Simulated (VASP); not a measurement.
VASP runs on InP (zinc blende) share one base input (PBE GGA, plane waves, VASP's PBE PAW potentials (set 64)) and change the settings named in each case.

### INCAR
```
ALGO=Normal
EDIFF=1E-6
ENCUT=400
GGA=PE
ISIF=2
ISMEAR=0
LASPH=.TRUE.
LCHARG=.FALSE.
LMAXMIX=4
LREAL=.FALSE.
LWAVE=.FALSE.
NELM=100
PREC=Accurate
SIGMA=0.05
SYSTEM=InP
```

### POSCAR
```
InP
1
    0.0000000000     2.9937000000     2.9937000000
    2.9937000000     0.0000000000     2.9937000000
    2.9937000000     2.9937000000     0.0000000000
In P
1 1
Direct
  0.0000000000   0.0000000000   0.0000000000
  0.2500000000   0.2500000000   0.2500000000
```

### KPOINTS
```
kpoints
0
Gamma
7 7 7
0 0 0
```

POTCAR, in this order: In_d P (PBE.64 set). Program: vasp_std.

| change | E(σ→0) (eV/atom) | pressure (GPa) |
|---|---|---|
| base run | -4.2007 | -0.89 |
| GGA = AM | -4.3176 | -2.94 |
| IVDW = 12 | -4.4928 | -2.83 |
| IVDW = 13 | -4.5154 | -2.91 |
| GGA removed, LMIXTAU = .TRUE., METAGGA = SCAN | -22.1702 | ? |
| GGA removed, LMIXTAU = .TRUE., METAGGA = R2SCAN | -16.1378 | -2.41 |
| GGA = RE | -3.9189 | 0.31 |

Question: Fill in the missing entries.

Answer: 
- GGA removed, LMIXTAU = .TRUE., METAGGA = SCAN, pressure (GPa): -3.11

Energies of different potentials or functionals have different zeros. Unless said otherwise, spin-orbit coupling is left out, though it shifts the bands of the heavy elements here.

Left out are runs that ran out of time, are held back, or changed the cell or the kind of run, fixed moments of cells without a moment, rows past the twelfth, gaps on odd meshes, pressures of charged cells and columns that move by less than the noise.

The compound is InP in the zinc blende structure. The cell was not relaxed at this level.
